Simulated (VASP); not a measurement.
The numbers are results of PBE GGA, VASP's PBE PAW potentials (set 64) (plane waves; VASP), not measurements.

Input for VASP

### KPOINTS
```
Automatic mesh
0
Gamma
12 12 6
0 0 0
```

### INCAR
```
ENCUT = 400
LMAXMIX = 4
GGA = PE
SYSTEM = Zr
NELM = 100   ! most electronic steps
LWAVE = .False.
LASPH = .True.   ! aspherical one-centre terms
PREC = Accurate
EDIFF = 1E-6
LCHARG = .False.
ISIF = 2   ! forces and stress, cell fixed
ISMEAR = -5   ! tetrahedra, Bloechl
LREAL = .False.   ! projection in real space or not
ALGO = Normal   ! blocked Davidson
```

### POSCAR
```
Zr
1
    1.6473000000    -2.8532070000     0.0000000000
    1.6473000000     2.8532070000     0.0000000000
    0.0000000000     0.0000000000     5.2530000000
Zr
2
Direct
  0.3333330000   0.6666670000   0.2500000000
  0.6666670000   0.3333330000   0.7500000000
```

POTCAR, in this order: Zr_sv (PBE.64 set). Program: vasp_std.

For a metal the tetrahedron method with Blöchl corrections gives inexact stress and forces.

Estimate the energy per atom (σ→0), band gap (on the k-mesh).

```yaml
energy per atom (σ→0): -820.1 kJ/mol-atom
band gap (on the k-mesh): none (metal, semimetal or under 0.01 eV)
```

**OSZICAR**
```
...
DAV:   6    -0.171286166946E+02    0.66749E+00   -0.10804E+00  2504   0.890E+00    0.485E+00
DAV:   7    -0.169953236467E+02    0.13329E+00   -0.67026E-01  3408   0.607E+00    0.114E+00
DAV:   8    -0.170001361894E+02   -0.48125E-02   -0.40532E-02  3264   0.162E+00    0.307E-01
DAV:   9    -0.170003202463E+02   -0.18406E-03   -0.24691E-03  2800   0.504E-01    0.390E-02
DAV:  10    -0.170002646800E+02    0.55566E-04   -0.68691E-05  3632   0.526E-02    0.251E-02
DAV:  11    -0.170002624361E+02    0.22439E-05   -0.11914E-05  2864   0.423E-02    0.417E-03
DAV:  12    -0.170002626510E+02   -0.21495E-06   -0.35548E-07  1912   0.478E-03
   1 F= -.17000263E+02 E0= -.17000263E+02  d E =0.000000E+00
```

The compound is Zr in the hcp structure. The cell was not relaxed at this level. The run is one of a series of settings (ISMEAR = -5, SIGMA removed against the base run), some of them coarse on purpose.
